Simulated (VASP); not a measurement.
# MoS2: NMR shieldings, part 3 of 3

Wanted: the shieldings and field gradients at the nuclei of MoS2. The cell has space group P6_3/mmc. The start is a cell from a database of measured crystal structures.

VASP 6.6.1, plane waves and PAW; the level of theory is named at each step.

So far. Step 2 (Ground state): The cell has a gap of 0.994 eV on this mesh. Spin-orbit coupling is left out, which can shift or reorder these edges. Forces of up to 0.075 eV/Å remain in these settings.

The database entry behind the starting cell differs from later determinations by our own check (about 0.3 % long), so it need not match the best structure at ambient conditions.

## Step 3: Shielding tensors (continued)

Level of this step: chemical shifts by linear response (GIPAW), PBE, no spin polarisation; plane waves and PAW (Mo_sv, S) (VASP).

OUTCAR, selected parts (step 3):

```text
 Found     48 irreducible k-points:

   k-points           NKPTS =     48   k-points in BZ     NKDIM =     48   number of bands    NBANDS=     32

   dimension x,y,z NGX =    20 NGY =   20 NGZ =   80
   dimension x,y,z NGXF=    40 NGYF=   40 NGZF=  160

   ENCUT  =  370.0 eV  27.19 Ry    5.21 a.u.   4.97  4.97 19.33*2*pi/ulx,y,z

   NELECT =      52.0000    total number of electrons

  Total        0.8914111      0.8914111      1.1376258      0.0000000     -0.0000000     -0.0000000
  in kB       13.3248349     13.3248349     17.0052583      0.0000000     -0.0000000     -0.0000000
  external PRESSURE =      14.5516427 kB  Pullay stress =       0.0000000 kB

  energy-cutoff  :      370.00
  volume of cell :      107.18
      direct lattice vectors                 reciprocal lattice vectors
     3.169000000  0.000000000  0.000000000     0.315556958  0.182186895  0.000000000
    -1.584500000  2.744434505  0.000000000     0.000000000  0.364373789  0.000000000
     0.000000000  0.000000000 12.324000000     0.000000000  0.000000000  0.081142486

 POSITION                                       TOTAL-FORCE (eV/Angst)
 -----------------------------------------------------------------------------------
     -0.00000      1.82962      3.08100        -0.000000      0.000000      0.000000
      1.58450      0.91481      9.24300         0.000000     -0.000000      0.000000
     -0.00000      1.82962      7.67785         0.000000      0.000000      0.073499
      1.58450      0.91481      1.51585        -0.000000      0.000000      0.073499
     -0.00000      1.82962     10.80815         0.000000     -0.000000     -0.073499
      1.58450      0.91481      4.64615         0.000000     -0.000000     -0.073499
 -----------------------------------------------------------------------------------
    total drift:                               -0.000000      0.000000     -0.000000

 Electric field gradients after diagonalization (V/A^2)
 (convention: |V_zz| > |V_xx| > |V_yy|)
----------------------------------------------------------------------
 ion       V_xx      V_yy      V_zz     asymmetry (V_yy - V_xx)/ V_zz
----------------------------------------------------------------------
   1      39.356    39.354   -78.710       0.000
   2      39.356    39.354   -78.710       0.000
   3      25.870    25.868   -51.739       0.000
   4      25.870    25.868   -51.739       0.000
   5      25.870    25.868   -51.739       0.000
   6      25.870    25.868   -51.739       0.000
----------------------------------------------------------------------

  ORBITAL MAGNETIC SUSCEPTIBILITY, excluding core contribution
 -------------------------------------------------------------
  Approximate magnetic susceptibility, pGv (10^-6 cm^3/mole)
     1       -125.585374          0.000000          0.000000
     2          0.000000       -125.525831         -0.000000
     3          0.000000          0.000000       -214.976818
 -------------------------------------------------------------
  Approximate magnetic susceptibility, vGv (10^-6 cm^3/mole)
     1       -116.815426          0.000000          0.000000
     2          0.000000       -116.782772         -0.000000
     3          0.000000         -0.000000       -211.432946

  CSA tensor (J. Mason, Solid State Nucl. Magn. Reson. 2, 285 (1993))
  for chemical shielding  (including the isotropic core contribution)

  BDIR labels direction of applied magnetic field (i.e. B0)
  For BDIR==1, B0 along x-axis, etc.
  Induced field listed along cartesian directions for each BDIR
 ------------------------------------------------------------------------------------------
                 EXCLUDING G=0 CONTRIBUTION              INCLUDING G=0 CONTRIBUTION
 ------------------------------------------------------------------------------------------
  ion  BDIR            X           Y           Z                X           Y           Z
          (   iso_shield        span        skew ) (   iso_shield        span        skew )
 ------------------------------------------------------------------------------------------
    1     1    -115.1582      0.0000     -0.0000         -97.2067      0.0000     -0.0000
          2       0.0000   -115.1635      0.0000           0.0000    -97.2198      0.0000
          3      -0.0000      0.0000   1440.7636          -0.0000      0.0000   1470.3171
          (     403.4807   1555.9271      1.0000 ) (     425.2969   1567.5369      1.0000 )

    2     1    -115.1582      0.0000     -0.0000         -97.2067      0.0000     -0.0000
          2       0.0000   -115.1635      0.0000           0.0000    -97.2198      0.0000
          3      -0.0000      0.0000   1440.7636          -0.0000      0.0000   1470.3171
          (     403.4807   1555.9271      1.0000 ) (     425.2969   1567.5369      1.0000 )

    3     1     262.7432      0.0000     -0.0000         280.6947      0.0000     -0.0000
          2       0.0000    262.7432     -0.0053           0.0000    280.6869     -0.0053
          3       0.0000     -0.0083    -51.6318           0.0000     -0.0083    -22.0783
          (     157.9515    314.3750     -1.0000 ) (     179.7678    302.7729     -0.9999 )

    4     1     262.7432      0.0000      0.0000         280.6947      0.0000      0.0000
          2       0.0000    262.7432      0.0053           0.0000    280.6869      0.0053
          3       0.0000      0.0083    -51.6318           0.0000      0.0083    -22.0783
          (     157.9515    314.3750     -1.0000 ) (     179.7678    302.7729     -0.9999 )

    5     1     262.7432      0.0000      0.0000         280.6947      0.0000      0.0000
          2      -0.0000    262.7432      0.0053          -0.0000    280.6869      0.0053
          3       0.0000      0.0083    -51.6318           0.0000      0.0083    -22.0783
          (     157.9515    314.3750     -1.0000 ) (     179.7678    302.7729     -0.9999 )

    6     1     262.7432      0.0000     -0.0000         280.6947      0.0000     -0.0000
          2       0.0000    262.7432     -0.0053           0.0000    280.6869     -0.0053
          3       0.0000     -0.0083    -51.6318           0.0000     -0.0083    -22.0783
          (     157.9515    314.3750     -1.0000 ) (     179.7678    302.7729     -0.9999 )
 ------------------------------------------------------------------------------------------

[... 4 parts as in an earlier step ...]

[... 2 further parts left out ...]
```

The atoms bear forces, and field gradients depend strongly on their positions.

This step gave:

| Quantity | Value |
| --- | --- |
| free energy (TOTEN) | -43.60 eV |
| Fermi energy | 7.596 eV |
| pressure | 1.455 GPa |
| gap on the k-mesh | 0.9201 eV |
| least direct gap on the k-mesh | 1.762 eV |

Valence and core; the G = 0 term is that of a spherical sample. NMR shielding, by row:

```
atom  isotropic shielding (ppm)  span (ppm)     skew  isotropic shielding without the G = 0 term (ppm)
 Mo1                      425.3        1568        1                                             403.5
 Mo2                      425.3        1568        1                                             403.5
  S3                      179.8       302.8  -0.9999                                               158
  S4                      179.8       302.8  -0.9999                                               158
  S5                      179.8       302.8  -0.9999                                               158
  S6                      179.8       302.8  -0.9999                                               158
```

Ordered as |Vzz| ≥ |Vxx| ≥ |Vyy|, the program's way. Electric field gradients, by row:

```
atom  Vxx (V/Å²)  Vyy (V/Å²)  Vzz (V/Å²)  asymmetry
 Mo1       39.36       39.35      -78.71          0
 Mo2       39.36       39.35      -78.71          0
  S3       25.87       25.87      -51.74          0
  S4       25.87       25.87      -51.74          0
  S5       25.87       25.87      -51.74          0
  S6       25.87       25.87      -51.74          0
```

## Step 4: Atoms moved

The atoms are moved at random, which breaks the symmetry and shows how shieldings follow the geometry.

File INCAR:

```
SYSTEM = MoS2
PREC = Accurate
ENCUT = 370
EDIFF = 1E-09
NELM = 100
ISMEAR = 0
SIGMA = 0.01
LREAL = .FALSE.
ALGO = Normal
GGA = PE
NBANDS = 32
LASPH = .TRUE.
LWAVE = .FALSE.
LCHARG = .FALSE.
KPAR = 8
LCHIMAG = .TRUE.
LEFG = .TRUE.
DQ = 0.001
ICHIBARE = 1
LNMR_SYM_RED = .TRUE.
```

File POSCAR:

```
MoS2
1.0
    3.1690000000      0.0000000000      0.0000000000
   -1.5845000000      2.7444345046      0.0000000000
    0.0000000000      0.0000000000     12.3240000000
Mo S
2 4
Direct
    0.3396940000      0.6714650000      0.2500840000
    0.6601450000      0.3274380000      0.7488790000
    0.3320770000      0.6661320000      0.6215740000
    0.6677260000      0.3354120000      0.1240830000
    0.3342430000      0.6567600000      0.8768080000
    0.6614840000      0.3269160000      0.3783110000
```

File KPOINTS:

```
Automatic mesh
0
Gamma
14 14 3
0 0 0
```

PAW data sets: Mo_sv and S (PBE family, release 64).

Command:

```console
> mpirun -np 8 vasp_std
```

The program printed:

```text
[... set-up lines as in an earlier step ...]
 entering main loop
       N       E                     dE             d eps       ncg     rms          rms(c)
DAV:   1     0.360586394518E+03    0.36059E+03   -0.25224E+04 21760   0.119E+03
DAV:   2    -0.281585301708E+02   -0.38874E+03   -0.37840E+03 24032   0.340E+02
DAV:   3    -0.461688136779E+02   -0.18010E+02   -0.17863E+02 24056   0.664E+01
DAV:   4    -0.465387547925E+02   -0.36994E+00   -0.36902E+00 23280   0.961E+00
[...]
DAV:  21    -0.435842260009E+02    0.18517E-08   -0.18615E-10 13312   0.651E-05    0.739E-05
DAV:  22    -0.435842260029E+02   -0.19872E-08   -0.54400E-11 12648   0.330E-05    0.174E-05
DAV:  23    -0.435842260034E+02   -0.43019E-09   -0.22860E-11 12376   0.172E-05
ion   1
     0.0000000    -0.0890441     0.1288358    -1.1432040     0.0309979    -0.1206285
     0.0000532    -0.0890441     0.1288358    -1.1432040     0.0309979    -0.1206285
     0.0000733    -0.0890441     0.1288358    -1.1432040     0.0309979    -0.1206285
     0.0001009    -0.0890441     0.1288358    -1.1432039     0.0309979    -0.1206285
     0.0001390    -0.0890441     0.1288358    -1.1432038     0.0309979    -0.1206285

     0.0000000    -4.0841568     5.5343739    62.4824216     1.2423357    -4.9305034
     0.0000532    -4.0838675     5.5340440    62.4776703     1.2422626    -4.9301627
     0.0000733    -4.0837129     5.5338710    62.4751979     1.2422242    -4.9299808
     0.0001009    -4.0834669     5.5335974    62.4713018     1.2421634    -4.9296911
     0.0001390    -4.0830769     5.5331671    62.4651960     1.2420678    -4.9292321

ion   2
     0.0000000    -0.1170283     0.1463118    -1.1657700    -0.1213583    -0.0033126
     0.0000532    -0.1170283     0.1463118    -1.1657700    -0.1213583    -0.0033126
     0.0000733    -0.1170283     0.1463118    -1.1657700    -0.1213583    -0.0033126
     0.0001009    -0.1170283     0.1463118    -1.1657699    -0.1213584    -0.0033126
     0.0001390    -0.1170283     0.1463118    -1.1657698    -0.1213584    -0.0033126

     0.0000000    -4.8927616     6.2360602    61.2988143    -5.2259414    -0.5003274
     0.0000532    -4.8924206     6.2356933    61.2940901    -5.2256332    -0.5002882
     0.0000733    -4.8922384     6.2355011    61.2916289    -5.2254718    -0.5002673
     0.0001009    -4.8919483     6.2351975    61.2877486    -5.2252167    -0.5002341
     0.0001390    -4.8914884     6.2347203    61.2816643    -5.2248158    -0.5001815

ion   3
     0.0000000     0.0267317     0.1416473     3.0708185     0.1085159    -0.0752170
     0.0000369     0.0267317     0.1416473     3.0708185     0.1085159    -0.0752170
     0.0000508     0.0267317     0.1416473     3.0708185     0.1085159    -0.0752170
     0.0000700     0.0267317     0.1416473     3.0708184     0.1085159    -0.0752170
     0.0000964     0.0267317     0.1416473     3.0708184     0.1085158    -0.0752170

[...]
0.0000369     0.0468771    -1.3175797    43.2017737    -1.9007601     0.5686194
     0.0000508     0.0468769    -1.3175774    43.2016999    -1.9007569     0.5686183
     0.0000700     0.0468767    -1.3175737    43.2015771    -1.9007515     0.5686167
     0.0000964     0.0468764    -1.3175675    43.2013747    -1.9007426     0.5686139

ion   5
     0.0000000    -0.0881980     0.1051469     3.0492710    -0.3144827     0.0633480
     0.0000369    -0.0881980     0.1051469     3.0492710    -0.3144827     0.0633480
     0.0000508    -0.0881980     0.1051469     3.0492710    -0.3144827     0.0633480
     0.0000700    -0.0881980     0.1051469     3.0492710    -0.3144827     0.0633480
     0.0000964    -0.0881980     0.1051469     3.0492709    -0.3144827     0.0633480

     0.0000000    -0.6849036     1.3278154    40.3948479    -4.0537964     0.7069899
     0.0000369    -0.6849019     1.3278117    40.3947344    -4.0537850     0.7069879
     0.0000508    -0.6849008     1.3278094    40.3946655    -4.0537781     0.7069867
     0.0000700    -0.6848990     1.3278057    40.3945509    -4.0537667     0.7069848
     0.0000964    -0.6848961     1.3277995    40.3943620    -4.0537478     0.7069816

ion   6
     0.0000000    -0.0473392     0.3210927     3.0009451     0.1929491    -0.0907808
     0.0000369    -0.0473392     0.3210927     3.0009451     0.1929491    -0.0907808
     0.0000508    -0.0473392     0.3210927     3.0009451     0.1929491    -0.0907808
     0.0000700    -0.0473392     0.3210927     3.0009451     0.1929491    -0.0907808
     0.0000964    -0.0473392     0.3210927     3.0009451     0.1929491    -0.0907808

     0.0000000    -0.3038773     4.1384059    39.6272985     2.5099574    -0.7088055
     0.0000369    -0.3038765     4.1383943    39.6271873     2.5099504    -0.7088037
     0.0000508    -0.3038761     4.1383873    39.6271197     2.5099461    -0.7088026
     0.0000700    -0.3038753     4.1383756    39.6270073     2.5099390    -0.7088007
     0.0000964    -0.3038741     4.1383563    39.6268221     2.5099273    -0.7087977

   1 F= -.43584226E+02 E0= -.43584226E+02  d E =-.447461E-64
DAV:   1    -0.488919210837E+03   -0.48892E+03    0.00000E+00     0   0.000E+00
DAV:   2    -0.488919210837E+03    0.00000E+00    0.00000E+00     0   0.000E+00
BDIR= 1  IDIR= 2  IQ= -1
DAV:   1    -0.977821135616E+03   -0.97782E+03   -0.54050E-02 21504   0.164E+00
DAV:   2    -0.977821407202E+03   -0.27159E-03   -0.27159E-03 23664   0.266E-01
DAV:   3    -0.977821414833E+03   -0.76307E-05   -0.76307E-05 25920   0.329E-02
DAV:   4    -0.977821414891E+03   -0.57997E-07   -0.58003E-07 23872   0.299E-03
DAV:   5    -0.977821414893E+03   -0.17560E-08   -0.17692E-08 21168   0.371E-04
DAV:   6    -0.977821414893E+03   -0.39904E-10   -0.25661E-10 16808   0.580E-05
       N       E                     dE             d eps       ncg     rms
RMM:   1    -0.191949755388E+03   -0.19195E+03   -0.75804E+02 26946   0.125E+02
RMM:   2    -0.203163071016E+03   -0.11213E+02   -0.30249E+01 32207   0.154E+01
RMM:   3    -0.203918606564E+03   -0.75554E+00   -0.12936E+00 33525   0.301E+00
RMM:   4    -0.203968095566E+03   -0.49489E-01   -0.15264E-01 34569   0.744E-01
[...]
RMM:  11    -0.203973360168E+03   -0.13870E-07   -0.24287E-08 16042   0.175E-04
RMM:  12    -0.203973360169E+03   -0.13381E-08   -0.59987E-09 13609   0.934E-05
RMM:  13    -0.203973360169E+03   -0.20884E-09   -0.42452E-10 11574   0.686E-05
BDIR= 1  IDIR= 2  IQ=  0
DAV:   1    -0.977838409775E+03   -0.97784E+03   -0.97625E-12 12248   0.126E-05
```

Run time: 2.5 min. Hardware: 8 MPI ranks of AMD EPYC 9R45, shared host.

The run was cut off at its time limit.

More ranks or a longer limit would be the way on.

## Step 5: What came out

```json
{
  "Mo, isotropic shielding": "425.3 ppm",
  "S, isotropic shielding": "179.8 ppm"
}
```

At PBE the isotropic shieldings are Mo 425.3 ppm; S 179.8 ppm. The widest tensor is that of Mo1, with a span (largest less smallest principal value) of 1568 ppm. The largest field gradient is Vzz = -78.7 V/Å² at Mo1. Shifts were not obtained, since a shift is the shielding of a reference compound, computed alike, less these values. The G = 0 term is the part set by the sample's shape, taken here for a sphere. Spin-orbit effects on the shifts of and near heavy atoms are left out. No finer mesh was run, so convergence in it isn't shown. VASP's guide advises NLSPLINE for shieldings, which this input doesn't set; the effect wasn't tested. The run «atoms moved» ended without a result (time limit). The cell has space group P6_3/mmc. The atoms weren't relaxed and carry forces of up to 0.073 eV/Å at PBE in the first shielding run, so the numbers belong to the given coordinates, and a relaxation would change them.

[Lines on the potential files, build, host, timing and source positions are cut from VASP's logs without a mark.]

[Logs are printed without paths, hosts, clocks, repeated set-up lines and the standing remarks that a program may print on its own settings, such as how far it seeks lower states.]

[Hosts, paths, dates, database ids (printed as entryN), source tags and the programs' standing remarks are cut or masked in the printed files.]
